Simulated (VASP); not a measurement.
Here is the system:

```
Be2B
1.0
    0.00000     2.27778     2.27778
    2.27778     0.00000     2.27778
    2.27778     2.27778     0.00000
Be B
2 1
Direct
  0.25000   0.25000   0.25000
  0.75000   0.75000   0.75000
  0.00000   0.00000   0.00000
```

Computed with PBEsol GGA, VASP's PBE PAW potentials (set 64) (plane waves; VASP). Run with 520 eV cut-off, 10×10×10 Γ-centred mesh, first-order Methfessel-Paxton smearing of 0.10 eV, potentials Be B.

Task: Predict the energy per atom (σ→0), band gap (on the k-mesh) with the smallest direct gap where there is one.

Result: 
```yaml
band gap (on the k-mesh): none (metal, semimetal or under 0.01 eV)
energy per atom (σ→0): -4.958 eV/atom
```

Only differences to runs with the same potentials and settings are physical.

The structure comes from a measured Be2B entry (Fm-3m) of the Crystallography Open Database, whose conditions weren't checked. It was relaxed first, which changed the volume by -7 %. The start is the result of an earlier pass. The electron count is odd and the run is not spin-polarised, which forces a metal.
